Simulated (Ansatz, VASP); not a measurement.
## One calculation of MgHgO2, two programs

Contents of INCAR:

```
  PREC = Accurate
  ENCUT = 520
  EDIFF = 1E-6
  ISMEAR = -1
  SIGMA = 0.02
  LREAL = F
  LASPH = T
  NELM = 100
  ALGO = Normal
  ISIF = 2
  LWAVE = F
  LCHARG = F
  GGA = PE
  NBANDS = 21
```

Contents of KPOINTS:

```
Automatic mesh
0
Gamma
  6 6 4
```

POSCAR

```
MgHgO2
1.0
    3.3878496251      0.0000000000      0.0000000000
    0.0000000000      3.3878496251      0.0000000000
    0.0000000000      0.0000000000      5.0394973193
Mg O Hg
1 2 1
Direct
    0.0000000000      0.0000000000      0.0000000000
    0.0000000000      0.5000000000      0.2023172479
    0.5000000000      0.0000000000      0.7976827521
    0.5000000000      0.5000000000      0.5000000000
```

Input for Ansatz:

```yaml
crystal:
  lattice:
    - [3.3878496251, 0.0, 0.0]
    - [0.0, 3.3878496251, 0.0]
    - [0.0, 0.0, 5.0394973193]
  atoms:
    - { symbol: Mg, position: [0.0, 0.0, 0.0] }
    - { symbol: O, position: [0.0, 0.5, 0.2023172479] }
    - { symbol: Hg, position: [0.5, 0.5, 0.5] }
    - { symbol: O, position: [0.5, 0.0, 0.7976827521] }
kpoints:
  mp_grid: { grid: [6, 6, 4] }
hamiltonian:
  xc: pbe
scf:
  occupations: { method: fermi_dirac, width: 0.02 }
  n_extra_bands: 5
output:
  forces: true
  stress: true
  eigenvalues: true
```

The cell was built by a generator and needn't be a form met in nature.

Alike in both runs: task single point; functional PBE; k mesh 6 × 6 × 4; occupations fermi-dirac, width 0.02 eV; no spin polarisation.

|  | VASP | Ansatz |
| --- | --- | --- |
| version | VASP 6.6.1 | Ansatz 0.2.0 |
| potentials or method | VASP PAW PBE potentials, release 64 (Mg, O, Hg) | plane waves, PAW |
| plane-wave cutoff (eV) | 520 | 420 |
| valence electrons in the cell | 26 | 42 |

Ansatz gave:

```
pressure (GPa)                                  : 3.9
largest component of the traceless stress (GPa) : 0.03
rms of the force components (eV/Å)              : 0.027
```

What did VASP give for the same quantities?

Pressure (GPa): 4.3; largest component of the traceless stress (GPa): 0.13; rms of the force components (eV/Å): 0.071.

The two sets of potentials don't hold the same shells in valence.

Spin-orbit coupling is left out, which matters for the levels of Hg.
